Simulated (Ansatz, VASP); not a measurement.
# In3Sn5Te8 (Sn0.62In0.38Te, rock salt) in two plane-wave programs, part 2 of 2

Wanted: the spread between two codes on one cell, functional and k mesh. The cell is invented: As first built, before any earlier steps moved the atoms (in the runner's words): 1x2x2 conventional cells of the SnTe type (32 atoms: 6 In, 10 Sn, 16 Te); Sn/In share their sites, the best of 600 random draws by like-pair counts in two shells; start lattice by linear mixing of the end members' cells; atoms moved at random by 0.02 A. It may not be a known or stable phase. Of the first pair: The structure shown is the start of the Ansatz relaxation below; VASP solves that cell, so the two are compared at the walk's first step.

VASP 6.6.1 and Ansatz 0.2.0.

So far: Starting point; Ansatz: relaxation, PBEsol.

## (3) VASP: single point, PBEsol, start cell, pair 1

Level of this step: PBEsol; plane waves and PAW (In_d, Sn_d, Te); invented cell (VASP).

The same cell, functional, mesh and smearing now go to VASP, with its own data sets.

Lines of VASP's logs that name or quote its potential files are left out, and so is its time.

INCAR reads:

```
SYSTEM = In3Sn5Te8
PREC = Accurate
ENCUT = 400
EDIFF = 1E-06
NELM = 120
ISMEAR = 1
SIGMA = 0.15
LREAL = Auto
ALGO = Normal
GGA = PS
NBANDS = 184
LORBIT = 11
LWAVE = .FALSE.
LCHARG = .FALSE.
ISIF = 2
ISYM = 0
LASPH = .TRUE.
GGA_COMPAT = .FALSE.
KPAR = 4
```

POSCAR reads:

```
In3Sn5Te8
1.0
    6.2478500000      0.0000000000      0.0000000000
    0.0000000000     12.4957100000      0.0000000000
    0.0000000000      0.0000000000     12.4957100000
In Sn Te
6 10 16
Direct
    0.4914650640      0.0009683323      0.2495976619
    0.4951943469      0.2511101810      0.9999191723
    0.0094432485      0.7464481810      0.2487093571
    0.0001600551      0.4993873898      0.5010439583
    0.5028449787      0.5007718649      0.7501134389
    0.4977872388      0.7502894994      0.5014280901
    0.0003841321      0.9966380462      0.0026969256
    0.9984234577      0.2514062826      0.2492135301
    0.0034731948      0.9994790212      0.5023884197
    0.0041934425      0.2489734477      0.7453438020
    0.5011163840      0.9984226587      0.7515779415
    0.5012124171      0.2494135987      0.4984910821
    0.9972870668      0.5023564087      0.0015525328
    0.4993237674      0.5005317825      0.2514783074
    0.4994198004      0.7471204117      0.0026729173
    0.9989836504      0.7490330681      0.7500494170
    0.4969549525      0.9982706065      0.0003681263
    0.4977552278      0.2507020409      0.2506620272
    0.0063701913      0.9995910597      0.2501578542
    0.9982954136      0.2519264612      0.0008002747
    0.5012764391      0.0030490464      0.5004917688
    0.5009243180      0.2479330906      0.7472324502
    0.9984074522      0.0001920659      0.7482808100
    0.9969989676      0.2512382250      0.4991232991
    0.4981873765      0.4994914255      0.9982786092
    0.5028289732      0.7523301997      0.2517023843
    0.0049937178      0.4968825301      0.2514863101
    0.9996558816      0.7522501723      0.9990068592
    0.5027009291      0.5029005955      0.5010439583
    0.5005561913      0.7498093346      0.7509217163
    0.9995598486      0.4982189888      0.7510897740
    0.0055218995      0.7507296504      0.5018282274
```

KPOINTS reads:

```
Points of the shifted mesh
16
Reciprocal
 0.1250000000  0.2500000000  0.2500000000 1
 0.1250000000  0.2500000000  0.7500000000 1
 0.1250000000  0.7500000000  0.2500000000 1
 0.1250000000  0.7500000000  0.7500000000 1
 0.3750000000  0.2500000000  0.2500000000 1
 0.3750000000  0.2500000000  0.7500000000 1
 0.3750000000  0.7500000000  0.2500000000 1
 0.3750000000  0.7500000000  0.7500000000 1
 0.6250000000  0.2500000000  0.2500000000 1
 0.6250000000  0.2500000000  0.7500000000 1
 0.6250000000  0.7500000000  0.2500000000 1
 0.6250000000  0.7500000000  0.7500000000 1
 0.8750000000  0.2500000000  0.2500000000 1
 0.8750000000  0.2500000000  0.7500000000 1
 0.8750000000  0.7500000000  0.2500000000 1
 0.8750000000  0.7500000000  0.7500000000 1
```

The projector-augmented-wave data sets are In_d, Sn_d and Te (PBE family, release 64).

Run with:

```
$ mpirun -np 4 vasp_std
```

Numbers of over 12 decimals in the logs are rounded to 6 here.

What it wrote:

```text
[banner, memory and clock lines left out]
running    4 mpi-ranks, on    1 nodes
[...]
|                                                                             |
|               ----> ADVICE to this user running VASP <----                  |
|                                                                             |
|     You enforced a specific xc type in the INCAR file but a different       |
|     [... a line on the potential file left out ...]
|     I HOPE YOU KNOW WHAT YOU ARE DOING!                                     |
|                                                                             |

 LDA part: xc-table for (Slater+PW92), standard interpolation
 POSCAR, INCAR and KPOINTS ok, starting setup
[...]
entering main loop
       N       E                     dE             d eps       ncg     rms          rms(c)
DAV:   1     0.347663652969E+04    0.34766E+04   -0.11111E+05  5888   0.168E+03
DAV:   2     0.560495181301E+03   -0.29161E+04   -0.28624E+04  5888   0.493E+02
DAV:   3    -0.580019684873E+02   -0.61850E+03   -0.58903E+03  6672   0.217E+02
DAV:   4    -0.122819512127E+03   -0.64818E+02   -0.62688E+02  6952   0.663E+01
[...]
DAV:  12    -0.125811125163E+03   -0.73684E-05   -0.16295E-04  7904   0.350E-02    0.612E-02
DAV:  13    -0.125811125045E+03    0.11871E-06   -0.16661E-05  6656   0.166E-02    0.197E-02
DAV:  14    -0.125811124470E+03    0.57478E-06   -0.63832E-06  5456   0.133E-02
   1 F= -.12581112E+03 E0= -.12579777E+03  d E =-.400524E-01
```

OUTCAR, selected parts (step 3):

```text
  Total       -3.0939458     -1.1103950     -1.0802497      0.1684027     -0.0637040     -0.0052635
  in kB       -5.0812529     -1.8236253     -1.7741170      0.2765714     -0.1046224     -0.0086444
  external PRESSURE =      -2.8929984 kB  Pullay stress =       0.0000000 kB

 POSITION                                       TOTAL-FORCE (eV/Angst)
 -----------------------------------------------------------------------------------
      3.07060      0.01210      3.11890         0.177054     -0.059728      0.033188
      3.09390      3.13780     12.49470         0.042998     -0.100746     -0.054251
      0.05900      9.32740      3.10780        -0.090193      0.130222      0.166266
      0.00100      6.24020      6.26090         0.026271      0.142621      0.070165
      3.14170      6.25750      9.37320        -0.035733     -0.072629     -0.082294
      3.11010      9.37540      6.26570         0.087202     -0.014181     -0.052648
      0.00240     12.45370      0.03370        -0.034183      0.235205      0.070457
      6.23800      3.14150      3.11410         0.005904     -0.218164     -0.103890
      0.02170     12.48920      6.27770        -0.030430     -0.137613     -0.200550
      0.02620      3.11110      9.31360        -0.031602      0.118524      0.189739
      3.13090     12.47600      9.39150        -0.025549      0.067859     -0.007351
      3.13150      3.11660      6.22900        -0.035145      0.154747      0.060973
      6.23090      6.27730      0.01940         0.017415     -0.175537     -0.105082
      3.11970      6.25450      3.14240         0.048940      0.100026      0.062286
[...]
-----------------------------------------------------------------------------------
    total drift:                               -0.009005      0.026308      0.000121

  FREE ENERGIE OF THE ION-ELECTRON SYSTEM (eV)
  ---------------------------------------------------
  free  energy   TOTEN  =      -125.8111244699 eV

  energy  without entropy=     -125.7710720492  energy(sigma->0) =     -125.79777366

[... 3 further parts left out ...]
[key lines of the parts left out:]
E-fermi :   6.5580
```

The run ends at a pressure of -0.29 GPa, with forces up to 0.25 eV/Å.

## (4) Differences

Known differences besides the potentials themselves: the data sets hold 474 valence electrons in Ansatz (on its default PAW (the set named soft_2) files) and 314 in VASP; the cutoff is 420 eV in Ansatz and 400 eV in VASP (PREC = Accurate, projectors in real space); Ansatz makes its cores anew for this functional, VASP keeps those of its PBE data sets. Total energies have different zeros and are not compared.

Forces on 10 of the 32 atoms, those with the largest forces and the largest differences (eV/Å; atoms numbered as in POSCAR):

```tsv
atom	Ansatz x, y, z	VASP x, y, z
In3	-0.089, 0.132, 0.165	-0.090, 0.130, 0.166
Sn7	-0.033, 0.233, 0.071	-0.034, 0.235, 0.070
Sn8	0.006, -0.216, -0.104	0.006, -0.218, -0.104
Sn9	-0.030, -0.136, -0.197	-0.030, -0.138, -0.201
Sn10	-0.032, 0.119, 0.186	-0.032, 0.119, 0.190
Te18	0.031, -0.079, -0.155	0.016, -0.071, -0.149
Te19	-0.229, -0.053, 0.026	-0.220, -0.054, 0.029
Te25	0.002, -0.080, 0.013	-0.003, -0.082, 0.002
Te27	-0.072, 0.213, 0.042	-0.071, 0.209, 0.041
Te30	-0.015, -0.032, 0.024	-0.008, -0.037, 0.047
```

The forces differ by 4.6 meV/Å r.m.s., which is 4.9 % of the r.m.s. force of 0.094 eV/Å (both taken over all components).

## (5) Ansatz: relaxation, PBEsol

This run makes the geometry at which the two programs are then compared. The cell compared in this pair holds 967.95 Å³, against 975.56 Å³ for the pair before.

The structure compared here is the end of the Ansatz relaxation.

input.yaml reads:

```yaml
crystal:
  lattice:
    - [6.24785, 0.0, 0.0]
    - [0.0, 12.49571, 0.0]
    - [0.0, 0.0, 12.49571]
  atoms:
    - { symbol: In, position: [0.49147, 0.00097, 0.2496] }
    - { symbol: In, position: [0.49519, 0.25111, 0.99992] }
    - { symbol: In, position: [0.00944, 0.74645, 0.24871] }
    - { symbol: In, position: [0.00016, 0.49939, 0.50104] }
    - { symbol: In, position: [0.50285, 0.50077, 0.75011] }
    - { symbol: In, position: [0.49778, 0.75029, 0.50143] }
    - { symbol: Sn, position: [0.00039, 0.99664, 0.0027] }
    - { symbol: Sn, position: [0.99842, 0.25141, 0.24921] }
    - { symbol: Sn, position: [0.00347, 0.99948, 0.50239] }
    - { symbol: Sn, position: [0.0042, 0.24897, 0.74534] }
    - { symbol: Sn, position: [0.50112, 0.99842, 0.75158] }
    - { symbol: Sn, position: [0.50122, 0.24941, 0.49849] }
    - { symbol: Sn, position: [0.99729, 0.50236, 0.00155] }
    - { symbol: Sn, position: [0.49932, 0.50053, 0.25148] }
    - { symbol: Sn, position: [0.49942, 0.74712, 0.00267] }
    - { symbol: Sn, position: [0.99898, 0.74903, 0.75005] }
    - { symbol: Te, position: [0.49696, 0.99827, 0.00037] }
    - { symbol: Te, position: [0.49775, 0.2507, 0.25066] }
    - { symbol: Te, position: [0.00637, 0.99959, 0.25016] }
    - { symbol: Te, position: [0.9983, 0.25193, 0.0008] }
    - { symbol: Te, position: [0.50128, 0.00305, 0.50049] }
    - { symbol: Te, position: [0.50092, 0.24793, 0.74723] }
    - { symbol: Te, position: [0.99841, 0.00019, 0.74828] }
    - { symbol: Te, position: [0.997, 0.25124, 0.49912] }
    - { symbol: Te, position: [0.49819, 0.49949, 0.99828] }
    - { symbol: Te, position: [0.50283, 0.75233, 0.2517] }
    - { symbol: Te, position: [0.005, 0.49688, 0.25149] }
    - { symbol: Te, position: [0.99965, 0.75225, 0.99901] }
    - { symbol: Te, position: [0.5027, 0.5029, 0.50104] }
    - { symbol: Te, position: [0.50055, 0.74981, 0.75092] }
    - { symbol: Te, position: [0.99956, 0.49822, 0.75109] }
    - { symbol: Te, position: [0.00552, 0.75073, 0.50183] }
kpoints:
  mp_grid: { grid: [4, 2, 2], shift: [0.5, 0.5, 0.5] }
hamiltonian:
  xc: pbesol
scf:
  occupations: { method: methfessel_paxton, width: 0.15 }
output:
  forces: true
  stress: true
relax:
  f_tol: 0.02
  max_steps: 45
  cell: { stress_tol: 0.1 }
```

Run with:

```
$ ansatz run input.yaml --threads 4 --pin off --max-ram 15360MiB --backend cpu --events-out ev --progress --plain --runs-dir out
```

What it wrote:

```text
[...]
Crystal: 32 atoms, lattice volume = 975.557 Å³
Basis set: ecut = 420 eV, 19077 PW (Γ), exchange–correlation on 90×180×180 points (8 copies of the dense FFT grid, shifted against one another)
Bands: 285, of which v1, the nominal top of the filled ones, is band 237 counted from 1 (236 counted from 0)
Symmetry: 1 space group operations
[...]
- { symbol: Te, position: [0.500629, 0.250778, 0.751903] }
    - { symbol: Te, position: [1.000623, 1.1152802122039963e-5, 0.750398] }
    - { symbol: Te, position: [1.000296, 0.249825, 0.500196] }
[...]
- { symbol: Te, position: [0.499876, 0.500561, 0.502386] }
    - { symbol: Te, position: [0.500782, 0.750062, 0.750394] }
    - { symbol: Te, position: [1.000610, 0.500352, 0.748986] }
    - { symbol: Te, position: [0.000310766, 0.747737, 0.498095] }
[key lines of the parts left out:]
SCF converged after 6 iterations
Free energy (F): -203083.479169 eV
Fermi energy:    9.458538 eV
P = ⅓ Tr σ = 0.0045 GPa (0.045 kbar)
```

## (6) VASP: single point, PBEsol, relaxed cell, pair 2

The same cell, functional, mesh and smearing now go to VASP, with its own data sets.

INCAR: that of step 3 with these lines changed.

```diff
@@ -2,3 +2,3 @@
 PREC = Accurate
-ENCUT = 400
+ENCUT = 500
 EDIFF = 1E-06
```

POSCAR reads:

```
In3Sn5Te8
1.0
    6.2203660000      0.0001610000     -0.0004960000
    0.0003230000     12.4734640000      0.0100040000
   -0.0009920000      0.0100040000     12.4752720000
In Sn Te
6 10 16
Direct
    0.4989700000      0.9992200000      0.2506700000
    0.5005800000      0.2500700000      0.0003400000
    0.0003800000      0.7503800000      0.2505100000
    0.0001000000      0.4999800000      0.5010000000
    0.5007200000      0.5006600000      0.7495800000
    0.5003300000      0.7493400000      0.4996100000
    0.0004500000      0.9998200000      0.0024200000
    0.0002800000      0.2489200000      0.2496200000
    0.0003700000      0.9957300000      0.4985800000
    0.0009400000      0.2517900000      0.7501700000
    0.5006500000      0.0005900000      0.7507700000
    0.5006500000      0.2517500000      0.5005300000
    0.0006300000      0.4993100000      0.9994600000
    0.4999000000      0.5023100000      0.2524100000
    0.5003300000      0.7501000000      0.0022000000
    0.0006400000      0.7480300000      0.7461900000
    0.5003500000      0.0016100000      0.0009100000
    0.5004600000      0.2484400000      0.2487500000
    0.9991800000      0.9988100000      0.2507900000
    0.0003300000      0.2501600000      0.0005100000
    0.5004700000      0.0002600000      0.5002000000
    0.5006300000      0.2507800000      0.7519000000
    0.0006200000      0.0000100000      0.7504000000
    0.0003000000      0.2498300000      0.5002000000
    0.5005500000      0.4983900000      0.9988500000
    0.5006100000      0.7520900000      0.2507800000
    0.0003800000      0.5009000000      0.2515000000
    0.0003200000      0.7498800000      0.0000300000
    0.4998800000      0.5005600000      0.5023900000
    0.5007800000      0.7500600000      0.7503900000
    0.0006100000      0.5003500000      0.7489900000
    0.0003100000      0.7477400000      0.4980900000
```

KPOINTS is that of step 3.

Run with:

```
$ mpirun -np 4 vasp_std
```

What it wrote:

```text
[banner, memory and clock lines left out]
running    4 mpi-ranks, on    1 nodes
[...]
[... a notice as in an earlier step ...]

|                                                                             |
|           W    W    AA    RRRRR   N    N  II  N    N   GGGG   !!!           |
|           W    W   A  A   R    R  NN   N  II  NN   N  G    G  !!!           |
|           W    W  A    A  R    R  N N  N  II  N N  N  G       !!!           |
|           W WW W  AAAAAA  RRRRR   N  N N  II  N  N N  G  GGG   !            |
|           WW  WW  A    A  R   R   N   NN  II  N   NN  G    G                |
|           W    W  A    A  R    R  N    N  II  N    N   GGGG   !!!           |
|                                                                             |
|     Inconsistent Bravais lattice types found for crystalline and            |
|     reciprocal lattice:                                                     |
|                                                                             |
[...]
|                                                                             |
|     Suggested SOLUTIONS:                                                    |
|      ) Refine the lattice parameters of your structure,                     |
|      ) and/or try changing SYMPREC.                                         |
|                                                                             |

 LDA part: xc-table for (Slater+PW92), standard interpolation
 POSCAR, INCAR and KPOINTS ok, starting setup
[...]
entering main loop
       N       E                     dE             d eps       ncg     rms          rms(c)
DAV:   1     0.388472146916E+04    0.38847E+04   -0.12464E+05  5888   0.194E+03
DAV:   2     0.681898173984E+03   -0.32028E+04   -0.31475E+04  5888   0.573E+02
DAV:   3    -0.406486306993E+02   -0.72255E+03   -0.68799E+03  6608   0.239E+02
DAV:   4    -0.122028856148E+03   -0.81380E+02   -0.78693E+02  6976   0.745E+01
[...]
DAV:  12    -0.125938644044E+03   -0.21329E-05   -0.13731E-04  7544   0.301E-02    0.388E-02
DAV:  13    -0.125938642846E+03    0.11981E-05   -0.10322E-05  6352   0.141E-02    0.144E-02
DAV:  14    -0.125938642580E+03    0.26586E-06   -0.28772E-06  4776   0.663E-03
   1 F= -.12593864E+03 E0= -.12592574E+03  d E =-.387163E-01
```

Parts of OUTCAR (step 6):

```text
  Total        0.0256100      0.1816344      0.1330383     -0.0192682     -0.1131630      0.0196156
  in kB        0.0423904      0.3006463      0.2202086     -0.0318932     -0.1873106      0.0324683
  external PRESSURE =       0.1877484 kB  Pullay stress =       0.0000000 kB

 POSITION                                       TOTAL-FORCE (eV/Angst)
 -----------------------------------------------------------------------------------
      3.10385     12.46632      3.13693         0.004255      0.012944     -0.003462
      3.11387      3.11932      0.00650        -0.004885     -0.004405     -0.005858
      0.00236      9.36234      3.13269         0.004469     -0.005858     -0.009065
      0.00029      6.24149      6.25511        -0.002295      0.002006     -0.022542
      3.11408      6.25254      9.35597        -0.003488     -0.010344      0.005000
      3.11198      9.35194      6.24002        -0.001052      0.010344      0.011182
      0.00312     12.47124      0.04019        -0.001618      0.006708     -0.003016
      0.00157      3.10739      3.11657         0.003734      0.000553      0.005386
      0.00213     12.42519      6.22988         0.000353     -0.005255     -0.007258
      0.00518      3.14820      9.36109        -0.004148     -0.000338      0.008055
      3.11348      0.01495      9.36582        -0.000257     -0.000941     -0.001544
      3.11381      3.14528      6.24652        -0.004980      0.004625      0.001595
      0.00309      6.23812     12.47353        -0.002171      0.007730     -0.003128
      3.10947      6.26815      3.15366         0.004343     -0.008973      0.003849
[...]
-----------------------------------------------------------------------------------
    total drift:                                0.000593     -0.002960     -0.026540

  FREE ENERGIE OF THE ION-ELECTRON SYSTEM (eV)
  ---------------------------------------------------
  free  energy   TOTEN  =      -125.9386425805 eV

  energy  without entropy=     -125.8999262686  energy(sigma->0) =     -125.92573714

[... 1 part as in an earlier step ...]

[... 2 further parts left out ...]
[key lines of the parts left out:]
E-fermi :   6.6630
```

The run ends at a pressure of 0.02 GPa, with forces up to 0.023 eV/Å.

## (7) Comparison

What differs besides the data sets and the points named for the pairs above, as far as they apply: the data sets hold 474 valence electrons in Ansatz (on its default PAW (the set named soft_2) files) and 314 in VASP; the cutoff is 420 eV in Ansatz and 500 eV in VASP (PREC = Accurate, projectors in real space); Ansatz's pressure holds a Pulay correction, VASP's none. Total energies have different zeros and are not compared.

The two programs side by side:

```tsv
quantity	Ansatz	VASP	difference
pressure (GPa)	0.00	0.02	-0.01
```

At this near-relaxed geometry the largest component of a force difference is 18 meV/Å.

## (8) Outcome

| Item | Value |
| --- | --- |
| r.m.s. force difference (single point, PBEsol, start cell, pair 1) | 4.6 meV/Å |
| difference in pressure (single point, PBEsol, relaxed cell, pair 2) | -0.014 GPa |

**Reading.** The r.m.s. force difference is 4.6 meV/Å (single point, PBEsol, start cell, pair 1), within the 12 meV/Å picked in this series as the mark of a large difference. The data sets hold unlike numbers of valence electrons (474 in Ansatz and 314 in VASP), so part of the differences comes from the potentials. How closely two codes agree says nothing of how well the functional describes the real material.

[Lines on the potential files, build, host, timing and source positions are cut from VASP's logs without a mark.]

[Logs are printed without paths, hosts, clocks, repeated set-up lines and the standing remarks that a program may print on its own settings, such as how far it seeks lower states.]

[Hosts, paths, dates, database ids (printed as entryN), source tags and the programs' standing remarks are cut or masked in the printed files.]
